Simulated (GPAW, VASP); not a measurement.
Given: the input of a run of GPAW 26.7.0 (ASE script) on CoO. 

Contents of run.py:

```python
from ase.dft.bandgap import bandgap
from ase.io import read, write
from ase.units import Bohr, GPa
from gpaw import GPAW, PW, setup_paths
from gpaw.elf import elf_from_dft_calculation

setup_paths.insert(0, '.')

atoms = read('CoO.xyz')
atoms.set_initial_magnetic_moments([2.0, 0.0])

calc = GPAW(mode=PW(800),
            xc='PBEsol',
            kpts={'size': (8, 8, 8), 'gamma': True},
            occupations={'name': 'methfessel-paxton', 'order': 0, 'width': 0.05},
            setups={'Co': ':d,7.0'},
            nbands=17,
            convergence={'density': 1e-05, 'energy': 1e-05},
            maxiter=150,
            txt='gpaw.txt')
atoms.calc = calc
energy = atoms.get_potential_energy()
forces = atoms.get_forces()
stress = atoms.get_stress()
calc.write('gs.gpw')
write('result.traj', atoms)
print(f'Energy: {energy:.6f} eV')
print('Forces (eV/A):')
print(forces.round(4))
print('Stress (GPa):', (stress / GPa).round(3))
print('Moments:', calc.get_magnetic_moments().round(3))
print('Fermi level:', round(calc.get_fermi_level(), 4), 'eV')
print(f'Gap: {bandgap(calc)[0]:.4f} eV, direct: {bandgap(calc, direct=True)[0]:.4f} eV')

# fields on the real-space grid
write('density.cube', atoms, data=calc.get_pseudo_density() * Bohr**3)
write('potential.cube', atoms, data=calc.get_electrostatic_potential())
write('spin.cube', atoms, data=(calc.get_pseudo_density(spin=0) - calc.get_pseudo_density(spin=1)) * Bohr**3)
write('elf.cube', atoms, data=elf_from_dft_calculation(calc).data)
```

The input CoO.xyz:

```xyz
2
Lattice="0.0000000000 2.1315016600 2.1315016600 2.1315016600 0.0000000000 2.1315016600 2.1315016600 2.1315016600 0.0000000000" Properties=species:S:1:pos:R:3 pbc="T T T"
Co     0.0000000000      0.0000000000      0.0000000000
O      2.1315016600      2.1315016600      2.1315016600
```

Potentials or basis: PAW data sets generated in the run's folder for this functional, pw.

Launch:

```console
$ gpaw-setup -f PBEsol Co O
$ OMP_NUM_THREADS=1 python run.py
```

Task: Translate it to VASP 6.6.1. Potentials or basis there: PBE PAW files Co, O, 520 eV.

Result: As run (cutoffs and basis follow the program's own potentials, and thresholds, step limits or extra output files can differ):

File INCAR:

```
SYSTEM = CoO
PREC = Accurate ; ENCUT = 520
EDIFF = 1E-7 ; ISMEAR = 0
SIGMA = 0.05 ; LREAL = .False.
LASPH = .True. ; NELM = 150
ALGO = Normal ; ISIF = 2
LWAVE = .False. ; LCHARG = .False.
ISPIN = 2 ; MAGMOM = 2 0
LORBIT = 11 ; LMAXMIX = 4
LDAU = .True. ; LDAUTYPE = 2
LDAUL = 2 -1 ; LDAUU = 7 0
LDAUJ = 0 0 ; LDAUPRINT = 1
GGA = PS ; NBANDS = 18
```

KPOINTS

```
regular mesh
0
Gamma
  8 8 8
  0 0 0
```

Contents of POSCAR:

```
CoO
1.0
    0.0000000000      2.1315016600      2.1315016600
    2.1315016600      0.0000000000      2.1315016600
    2.1315016600      2.1315016600      0.0000000000
Co O
1 1
Direct
    0.0000000000      0.0000000000      0.0000000000
    0.5000000000      0.5000000000      0.5000000000
```

Potentials or basis: VASP PAW PBE potentials, release 64 (Co, O).

Run with:

```sh
$ cat potpaw_PBE.64/Co/POTCAR potpaw_PBE.64/O/POTCAR > POTCAR
$ mpirun -np 1 vasp_std > vasp.out
```

Both were run:

|  | GPAW | VASP |
| --- | --- | --- |
| Pressure | -5.7 GPa | -12.1 GPa |
| Net moment | 3.00 μB per cell | 3.00 μB per cell |

VASP's potentials were made for PBE.

The magnetic state is the one that the start led to; the real crystal's order can differ.

The two runs disagree by more than potentials and bases usually give (in gap, levels, pressure or energy); the cause wasn't traced.

How U acts hangs on each program's projectors.

Pressure is positive in compression.
